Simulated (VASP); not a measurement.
Input for VASP

POSCAR:
```
LiCl
1
    0.0000000000     2.5308879788     2.4549613394
    2.5308879788     0.0000000000     2.4549613394
    2.5308879788     2.5308879788     0.0000000000
Li Cl
1 1
Direct
  0.0000000000   0.0000000000   0.0000000000
  0.5000000000   0.5000000000   0.5000000000
```

INCAR:
```
SYSTEM = LiCl
PREC = Accurate
ENCUT = 600
EDIFF = 1E-7
NELM = 100
ALGO = Normal
LREAL = .FALSE.
LASPH = .TRUE.
ISMEAR = 0
SIGMA = 0.05
GGA = PS
LWAVE = .FALSE.
LCHARG = .FALSE.
ISIF = 2
```

KPOINTS:
```
Regular mesh
0
G
8 8 8
0 0 0
```

POTCAR, in this order: Li_sv Cl (PBE.64 set). Program: vasp_std.

Task: Translate this PBEsol calculation to Ansatz.

Result: One equivalent input (not run):
Ansatz 0.2 input:
```yaml
crystal:
  lattice:
    - [0.0000000, 2.5308880, 2.4549613]
    - [2.5308880, 0.0000000, 2.4549613]
    - [2.5308880, 2.5308880, 0.0000000]
  atoms:
    - { symbol: Li, position: [0.0000000, 0.0000000, 0.0000000] }
    - { symbol: Cl, position: [0.5000000, 0.5000000, 0.5000000] }
kpoints:
  mp_grid: { grid: [8, 8, 8] }
hamiltonian:
  xc: pbesol
  pseudopotentials: { kind: paw }
scf:
  occupations: { method: gaussian, width: 0.05 }
  max_iter: 100
output: { forces: true, stress: true, eigenvalues: true }
```
What does not carry over: each code has its own PAW files, so the cut-off isn't converted (ENCUT is set for VASP's; basis.ecutwfc is left out, and Ansatz then takes the one that its files recommend); Ansatz stops its SCF on the density residual and VASP on the energy change (EDIFF).

The compound is LiCl in the rock salt structure. This cell was strained or had an atom moved on purpose.
